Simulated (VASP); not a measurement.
Calculation: vdW-DF-cx, VASP's PBE PAW potentials (set 64) (plane waves; VASP 6.6.1).

A VASP calculation is set up with these files.

**INCAR**
```
! general
SYSTEM  =ZnS
PREC    =Accurate
ENCUT   =520
LREAL   =.FALSE.
LASPH   =.TRUE.

! electronic loop
EDIFF   =1E-7
NELM    =100
ALGO    =Normal
LMAXMIX =4

! smearing
ISMEAR  =-5

! functional
GGA     =CX
LUSE_VDW=.TRUE.
AGGAC   =0.0

! ions
ISIF    =2

! output
LWAVE   =.FALSE.
LCHARG  =.TRUE.
LORBIT  =11
NEDOS   =601

! other
LEFG    =.TRUE.
```

**KPOINTS**
```
kpoints
0
G
 8 8 4
0 0 0
```

**POSCAR**
```
ZnS
1
    1.9011952592    -3.2929667423     0.0000000000
    1.9011952592     3.2929667423     0.0000000000
    0.0000000000     0.0000000000     6.2334818995
Zn S
2 2
Direct
  0.6666670000   0.3333330000   0.5002151376
  0.3333330000   0.6666670000   0.0002151376
  0.6666670000   0.3333330000   0.8747848624
  0.3333330000   0.6666670000   0.3747848624
```

POTCAR, in this order: Zn S (PBE.64 set). Program: vasp_std.

The run wrote:

File OSZICAR:
```
       N       E                     dE             d eps       ncg     rms          rms(c)
DAV:   1     0.242089434337E+03    0.24209E+03   -0.17691E+04  1320   0.198E+03
DAV:   2     0.153335839861E+02   -0.22676E+03   -0.22198E+03  1404   0.379E+02
DAV:   3    -0.522844899622E+01   -0.20562E+02   -0.20476E+02  1596   0.116E+02
DAV:   4    -0.568210577383E+01   -0.45366E+00   -0.45323E+00  1536   0.178E+01
DAV:   5    -0.569081790646E+01   -0.87121E-02   -0.87112E-02  1636   0.240E+00    0.102E+01
DAV:   6    -0.490510843186E+01    0.78571E+00   -0.19916E+00  1994   0.436E+01    0.786E+00
DAV:   7    -0.494488304671E+01   -0.39775E-01   -0.18418E+00  1392   0.788E+00    0.329E+00
DAV:   8    -0.492522210554E+01    0.19661E-01   -0.10373E-01  1772   0.433E+00    0.105E+00
DAV:   9    -0.492560990538E+01   -0.38780E-03   -0.21566E-02  1836   0.251E+00    0.269E-01
DAV:  10    -0.492572951700E+01   -0.11961E-03   -0.11178E-03  1506   0.408E-01    0.171E-01
DAV:  11    -0.492590424408E+01   -0.17473E-03   -0.22860E-04  1482   0.110E-01    0.515E-02
DAV:  12    -0.492591937575E+01   -0.15132E-04   -0.20776E-05  1620   0.376E-02    0.149E-02
DAV:  13    -0.492592126514E+01   -0.18894E-05   -0.22383E-06  1536   0.997E-03    0.686E-03
DAV:  14    -0.492592178263E+01   -0.51749E-06   -0.61668E-07  1462   0.516E-03    0.132E-03
DAV:  15    -0.492592177144E+01    0.11196E-07   -0.64798E-08  1104   0.175E-03
   1 F= -.49259218E+01 E0= -.49259218E+01  d E =0.000000E+00
```

File OUTCAR:
```
------------------------ aborting loop because EDIFF is reached ----------------------------------------
  FORCE on cell =-STRESS in cart. coord.  units (eV):
  Direction    XX          YY          ZZ          XY          YZ          ZX
  --------------------------------------------------------------------------------------
  Total       -0.0333227     -0.0333227      0.0411345      0.0000000      0.0000000      0.0000000
  in kB       -0.6840313     -0.6840313      0.8443878      0.0000000      0.0000000      0.0000000
  external PRESSURE =      -0.1745583 kB  Pullay stress =       0.0000000 kB
  volume of cell :       78.05
      direct lattice vectors                 reciprocal lattice vectors
     1.901195259 -3.292966742  0.000000000     0.262992450 -0.151838764  0.000000000
     1.901195259  3.292966742  0.000000000     0.262992450  0.151838764  0.000000000
     0.000000000  0.000000000  6.233481900     0.000000000  0.000000000  0.160423984
  FREE ENERGIE OF THE ION-ELECTRON SYSTEM (eV)
  ---------------------------------------------------
  free  energy   TOTEN  =        -4.9259217714 eV

  energy  without entropy=       -4.9259217714  energy(sigma->0) =       -4.92592177

 total charge

# of ion       s       p       d       tot
------------------------------------------
    1        0.525   0.488   9.802  10.815
    2        0.525   0.488   9.802  10.815
    3        1.314   2.429   0.000   3.744
    4        1.314   2.429   0.000   3.744
--------------------------------------------------
tot          3.680   5.834  19.604  29.118

 Electric field gradients after diagonalization (V/A^2)
 (convention: |V_zz| > |V_xx| > |V_yy|)
----------------------------------------------------------------------
 ion       V_xx      V_yy      V_zz     asymmetry (V_yy - V_xx)/ V_zz
----------------------------------------------------------------------
   1      -0.283    -0.270     0.553       0.023
   2      -0.283    -0.270     0.553       0.024
   3      -1.271    -1.270     2.541       0.000
   4      -1.271    -1.270     2.541       0.000
```
(Selected blocks of OUTCAR.)

### OUTCAR
```
 val. band max:        2.1468713168   @ k =   0.0000   0.0000   0.0000

 cond. band min:       4.3054895707   @ k =   0.0000   0.0000   0.0000


 Fermi energy:         2.1584668227

 k-point     1 :       0.0000    0.0000    0.0000
  band No.  band energies     occupation
      1     -11.0799      2.00000
      2     -10.1154      2.00000
      3      -4.2895      2.00000
      4      -4.2765      2.00000
      5      -4.2765      2.00000
      6      -4.1936      2.00000
      7      -4.1936      2.00000
      8      -3.8318      2.00000
      9      -3.8318      2.00000
     10      -3.7525      2.00000
     11      -3.7525      2.00000
     12      -3.5990      2.00000
     13      -3.2691      2.00000
     14       1.2373      2.00000
     15       1.2373      2.00000
     16       2.0680      2.00000
     17       2.1469      2.00000
     18       2.1469      2.00000
     19       4.3055      0.00000
     20       5.1920      0.00000
     21       8.3889      0.00000
     22       8.3889      0.00000

 k-point     2 :       0.1250    0.0000    0.0000
  band No.  band energies     occupation
      1     -10.9724      2.00000
      2     -10.0556      2.00000
      3      -4.2884      2.00000
      4      -4.2646      2.00000
      5      -4.2556      2.00000
      6      -4.1822      2.00000
      7      -4.1632      2.00000
      8      -3.8463      2.00000
      9      -3.8324      2.00000
     10      -3.8097      2.00000
     11      -3.7476      2.00000
     12      -3.5527      2.00000
     13      -3.1165      2.00000
     14       0.4433      2.00000
     15       0.9923      2.00000
     16       1.2636      2.00000
     17       1.9287      2.00000
     18       2.0136      2.00000
     19       5.0945      0.00000
     20       5.8853      0.00000
     21       7.9652      0.00000
     22       8.6851      0.00000

 k-point     3 :       0.2500    0.0000    0.0000
  band No.  band energies     occupation
      1     -10.6836      2.00000
...
```

The compound is ZnS in the wurtzite structure, the high-temperature form. It was relaxed first.
